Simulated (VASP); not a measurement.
A run of VASP 6.6.1 is set up as follows.

Contents of INCAR:

```
PREC     = Accurate       # precision mode
ENCUT    = 520            # plane-wave cutoff, eV
EDIFF    = 1E-6           # SCF threshold, eV
ISMEAR   = 0              # smearing method
SIGMA    = 0.1            # smearing width, eV
LREAL    = False          # projectors in reciprocal space
LASPH    = True           # aspherical terms in the spheres
NELM     = 100            # most SCF steps
ALGO     = Fast           # electronic algorithm
ISIF     = 2              # what is computed and relaxed
LWAVE    = False          # write WAVECAR
LCHARG   = False          # write CHGCAR
GGA      = PE             # functional
NBANDS   = 35             # bands
```

File KPOINTS:

```
Automatic mesh
0
Gamma
  10 10 10
```

The input POSCAR:

```
ZnMo3
1.0
    3.8094416479      0.0788630800      0.0000000000
    0.0788630800      3.8094416479      0.0000000000
    0.0000000000      0.0000000000      3.8765146974
Zn Mo
1 3
Direct
    0.0000000000      0.0000000000     -0.0188736748
    0.0000000000      0.5000000000      0.4976196008
    0.5000000000      0.0000000000      0.4976196008
    0.5000000000      0.5000000000      0.0236344733
```

Potentials or basis: VASP PAW PBE potentials, release 64 (Zn, Mo_sv).

Run with:

```bash
$ cat potpaw_PBE.64/Zn/POTCAR potpaw_PBE.64/Mo_sv/POTCAR > POTCAR
$ mpirun -np 1 vasp_std > vasp.out
```

(1) Estimate the pressure.

(2) What does it give for the largest force?

Results:

(1) 22.3 GPa.

(2) 1.185 eV/Å.

Caveat: so large a pressure means that the cell lies far from this level's equilibrium, or that cutoff or potentials fall short; forces of over 1 eV/Å show positions far from the minimum, so gaps and moduli don't describe the material at rest.
